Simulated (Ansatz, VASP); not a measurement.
## Ge (Germanium): VASP beside Ansatz

Aim: how closely do two programs agree when they are given the same cell, functional and k mesh? The cell is taken from a series of runs on this material, whose earlier steps may have relaxed, scaled, displaced or heated it; both programs get it as it stands.

Program: Ansatz 0.2.0. Level of theory: plane waves, with VASP 6.6.1 beside it; zone-centre phonons at LDA. Results are calculated unless marked as measured.

**1. Starting point**

The structure is cubic, space group Fd-3m (No. 227). Conventional cell: a = 5.621 Å, b = 5.621 Å, c = 5.621 Å, α = 90.00°, β = 90.00°, γ = 90.00°. Ge has 4 Ge at 2.43 Å nearest.

Structure file:

```cif
data_structure
_symmetry_space_group_name_H-M 'Fd-3m:1'
_symmetry_Int_Tables_number 227
_cell_length_a 5.6215
_cell_length_b 5.6215
_cell_length_c 5.6215
_cell_angle_alpha 90.000
_cell_angle_beta 90.000
_cell_angle_gamma 90.000
_cell_volume 177.65
loop_
_atom_site_label
_atom_site_type_symbol
_atom_site_symmetry_multiplicity
_atom_site_Wyckoff_symbol
_atom_site_fract_x
_atom_site_fract_y
_atom_site_fract_z
_atom_site_occupancy
Ge1 Ge 8 a 0.50000 0.00000 0.50000 1
```

**2. Ansatz: zone-centre phonons, LDA**

Ansatz runs on its PAW soft_1 files.

Second derivatives magnify differences that forces hide, and they need a tight electronic threshold.

input.yaml reads:

```yaml
crystal:
  lattice:
    - [0.0, 2.8107426724, 2.8107426724]
    - [2.8107426724, 0.0, 2.8107426724]
    - [2.8107426724, 2.8107426724, 0.0]
  atoms:
    - { symbol: Ge, position: [0.4999761677, 0.4999761677, 0.4999761677] }
    - { symbol: Ge, position: [0.7500238323, 0.7500238323, 0.7500238323] }
kpoints:
  mp_grid: { grid: [12, 12, 12], shift: [0.5, 0.5, 0.5] }
hamiltonian:
  xc: lda
  pseudopotentials: { kind: paw, azcp: { folder: soft_1 }, xc_functional: pbe }
scf:
  occupations: { method: gaussian, width: 0.015 }
output:
  eigenvalues: true
phonons:
  method: dfpt
```

Run with:

```bash
ansatz run input.yaml --threads 4 --pin off --max-ram 10240MiB --backend cpu --events-out ev --progress --plain --runs-dir out
```

Numbers of over 12 decimals in the logs are rounded to 6 here.

What it wrote:

```text
Engine: ansatz 0.2.0, aarch64-unknown-linux-gnu
Pseudopotentials: kind: paw
Pseudopotential: Ge, paw, valence charge 14, recommended cutoff 420 eV (normal), soft_1/Ge.paw.azcp
Functional definition: SPW92
  exchange = slater_x
  correlation = pw_c
Crystal: 2 atoms, lattice volume = 44.411 Å³
Basis set: ecut = 420 eV, 893 PW (Γ), exchange–correlation on 64×64×64 points (8 copies of the dense FFT grid, shifted against one another)
Bands: 18, of which v1, the nominal top of the filled ones, is band 14 counted from 1 (13 counted from 0)
Symmetry: 12 space group operations
k-points: 468 of 1728 (irreducible under 2 space group operations, time reversal used)
Non-local potential: Ge, projectors of the file, l = 0: 2, l = 1: 2, l = 2: 3, l = 3: 1
PAW form: soft (Blöchl's): semilocal exchange-correlation on the pseudo side does not see the compensation charge
PAW frozen core: Ge, regenerated for the run's functional, and the local potential with it (the file was generated under x = pbe(κ = 0.804, μ = 0.219515), c = pbe(β = 0.066725))
PAW one-centre angular grid: Ge, 590 points (default); XC on 64 Gauss nodes
Initial density: superposition of atomic densities (chi_scale 0.1, normalization cell)
Initial wavefunctions: pseudopotential atomic-orbital guess
Functional: x = slater, c = lda
SCF iter   1: F=—  HF=-8431.592148 eV  |F-HF|=—  |Δ(HF+E_count)|=         —  Δρ=3.54e-2  dr2=5.09e-1  ethr=3.10e-3  ⟨swp⟩=6.0  Hψ=39352  notcnv=0
preconditioner: auto → none  [insulator: Δε(μ)=0.308 eV  Ē_g=23.488 eV  σ=0.015 eV  W_gap=1.00  n_scr=14 (ndim 8)  ℏωp=29.5 eV  f_vac=0.000  D(μ)=0.00/eV (n_scr^D=0)  ε∞_Penn≈2.6]
SCF iter   2: F=—  HF=-8431.470220 eV  |F-HF|=—  |Δ(HF+E_count)|=   1.22e-1  Δρ=1.62e-2  dr2=8.37e-2  ethr=1.82e-3  ⟨swp⟩=2.0  Hψ=14039  notcnv=0
SCF iter   3: F=—  HF=-8431.455180 eV  |F-HF|=—  |Δ(HF+E_count)|=   1.50e-2  Δρ=2.32e-3  dr2=6.15e-4  ethr=2.99e-4  ⟨swp⟩=2.0  Hψ=12188  notcnv=0
SCF iter   4: F=—  HF=-8431.455337 eV  |F-HF|=—  |Δ(HF+E_count)|=   1.57e-4  Δρ=4.91e-4  dr2=8.91e-5  ethr=2.20e-6  ⟨swp⟩=2.0  Hψ=16838  notcnv=0
SCF iter   5: F=—  HF=-8431.455104 eV  |F-HF|=—  |Δ(HF+E_count)|=   2.33e-4  Δρ=5.57e-5  dr2=8.66e-7  ethr=3.18e-7  ⟨swp⟩=2.0  Hψ=16658  notcnv=0
SCF iter   6: F=—  HF=-8431.455100 eV  |F-HF|=—  |Δ(HF+E_count)|=   3.56e-6  Δρ=3.89e-5  dr2=3.36e-7  ethr=3.09e-9  ⟨swp⟩=2.0  Hψ=14976  notcnv=0
SCF iter   7: F=—  HF=-8431.455100 eV  |F-HF|=—  |Δ(HF+E_count)|=   3.10e-7  Δρ=4.74e-6  dr2=4.46e-9  ethr=1.20e-9  ⟨swp⟩=2.0  Hψ=14040  notcnv=0
SCF iter   8: F=-8431.455100 eV  HF=-8431.455100 eV  |F-HF|=7.28e-12  |Δ(HF+E_count)|=   4.51e-9  Δρ=1.21e-7  dr2=4.28e-12  ethr=1.00e-12  ⟨swp⟩=4.3  Hψ=45088  notcnv=0
SCF 1 converged in 8 iterations: F = -8431.455100 eV  dr2 = 4.28e-12
  greatest PAW one-centre occupation: 0.998 electrons in one spin orbital (limit 2), on the Ge atom at site 1 (counted from 0), in its partial waves of l = 2
DFPT response loops at Γ: preconditioner auto → none (the input reference at scf.mixing.eps_inf says where Resta's filter doesn't serve); β = 0.50; Broyden in place of MSR1
SCF converged after 8 iterations
Free energy (F): -8431.455100 eV
Harris-Foulkes:  -8431.455100 eV  (|F-HF|=7.28e-12)
Internal energy: -8431.455100 eV  (E = F + TS)
E sigma→0 (E₀):  -8431.455100 eV
Fermi energy:    8.522252 eV
--- Per-component energies (eV) ---
  E_band       = -305.050232
  E_kinetic    = 187.152802
  E_local      = -4483.613990  (includes V_loc(G=0)·N_el)
  E_nonlocal   = 442.109731
  E_hartree    = 2135.913112
  E_xc         = -143.190350
  E_vxc        = -131.723955  (∫ρ·V_xc dr)
  E_paw        = -3869.140025  (= ΣΔE_a)
  E_vpaw       = -590.801170  (= ΣTr[D̂ρ^β])
  E_aug_tail   = 0.000030  (compensation charges beyond the density's cutoff)
  E_ewald      = -2704.503062
  E_core_change = 3.816653  (= ΣΔE_core)
  E_smearing   = -0.000000  (= −TS)
  E_closure    = 0.000000  (closes the sum)
  Σ components = -8431.455100   (vs F -8431.455100, Δ=0.00e0)
--- Band table (eV; the first three rows and the last of 468) ---
  k-point 0: bands = [... 10 lower, -4.4541, 7.7287, 8.4379, 8.4379, 9.0886, 11.0845, 11.0845, 11.1041]
  k-point 1: bands = [... 10 lower, -4.3393, 6.5394, 7.9478, 8.3614, 9.6522, 11.2056, 11.2871, 11.8371]
  k-point 2: bands = [... 10 lower, -4.0563, 4.9584, 7.4965, 8.0339, 9.5697, 11.6322, 11.8915, 12.9749]
  k-point 467: bands = [... 10 lower, -2.3337, 0.7701, 6.7979, 7.0055, 8.8595, 12.1487, 12.3051, 15.5800]
--- Phonons (Γ-DFPT): 1 representative perturbation + reference, on 468 of 1728 k-points (Σ response iterations 3) ---
  k mesh reduced under 2 symmetry operations, with k and −k counted as one. Each operation leaves every solved perturbation unchanged. A smaller set is not used because it would not reduce the number of displacements times k-points to solve
  ASR residual: 7.905e-5 → 0.000e0 eV/Å²; symmetrization residual: 2.815e-12 eV/Å²
  ASR residual per site (eV/Å²): 7.90e-5 7.90e-5
  Γ frequencies (cm⁻¹): 0.00 0.00 0.00 293.87 293.87 293.91
  non-analytic LO–TO correction: not included (Born effective charges unavailable; polar crystals: no LO–TO splitting at Γ)
```

[end of part 1 of 3]

[Lines on the potential files, build, host, timing and source positions are cut from VASP's logs without a mark.]

[Logs are printed without paths, hosts, clocks, repeated set-up lines and the standing remarks that a program may print on its own settings, such as how far it seeks lower states.]

[Hosts, paths, dates, database ids (printed as entryN), source tags and the programs' standing remarks are cut or masked in the printed files.]
